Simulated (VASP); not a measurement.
A convergence study with VASP on ZrC (space group no. 225 when undisturbed): a few settings are varied, all else stays as given below, so the limit is that of these other settings. One atom is moved off its site, so that forces are finite.

```xyz
2
Lattice="0.0000 2.3571 2.3571 2.3571 0.0000 2.3571 2.3571 2.3571 0.0000" Properties=species:S:1:pos:R:3 pbc="T T T"
Zr     0.0000     0.0000     0.0500
C      2.3571     2.3571     2.3571
```

The numbers are results of PBE GGA, VASP's PBE PAW potentials (set 64) (plane waves; VASP), not measurements. The last row used: 400 eV cut-off, 12×12×12 Γ-centred mesh, Fermi-Dirac smearing of 0.10 eV, potentials Zr_sv C.

```json
[
 {"setting": "NBANDS = 8", "E (eV/atom)": "-9.7239", "pressure (GPa)": "-1.30", "largest force (eV/Å)": "0.257", "irreducible k-points": "163"},
 {"setting": "NBANDS = 9", "E (eV/atom)": "-9.7292", "pressure (GPa)": "-1.20", "largest force (eV/Å)": "0.335", "irreducible k-points": "163"},
 {"setting": "NBANDS = 10", "E (eV/atom)": "-9.7292", "pressure (GPa)": "-1.20", "largest force (eV/Å)": "0.335", "irreducible k-points": "163"},
 {"setting": "NBANDS = 11", "E (eV/atom)": "-9.7292", "pressure (GPa)": "-1.20", "largest force (eV/Å)": "0.335", "irreducible k-points": "163"},
 {"setting": "NBANDS = 12", "E (eV/atom)": "-9.7292", "pressure (GPa)": "-1.19", "largest force (eV/Å)": "0.335", "irreducible k-points": "163"},
 {"setting": "NBANDS = 14", "E (eV/atom)": "-9.7292", "pressure (GPa)": "-1.20", "largest force (eV/Å)": "0.335", "irreducible k-points": "163"},
 {"setting": "NBANDS = 18", "E (eV/atom)": "-9.7292", "pressure (GPa)": "-1.19", "largest force (eV/Å)": "0.335", "irreducible k-points": "163"},
 {"setting": "NBANDS = 24", "E (eV/atom)": "-9.7292", "pressure (GPa)": "-1.20", "largest force (eV/Å)": "0.335", "irreducible k-points": "163"},
 {"setting": "NBANDS = 40", "E (eV/atom)": "-9.7292", "pressure (GPa)": "-1.20", "largest force (eV/Å)": "0.335", "irreducible k-points": "163"}
]
```

VASP warned of too few bands at NBANDS = 8; NBANDS = 9.

Left out are rungs that failed or repeat a setting and relaxations that didn't move; long series are thinned to 24 rows.

The structure is a typed ZrC crystal (space group no. 225). The cell was not relaxed at this level, it is distorted from the ideal structure. VASP warned that the highest band is occupied, so more bands are needed.
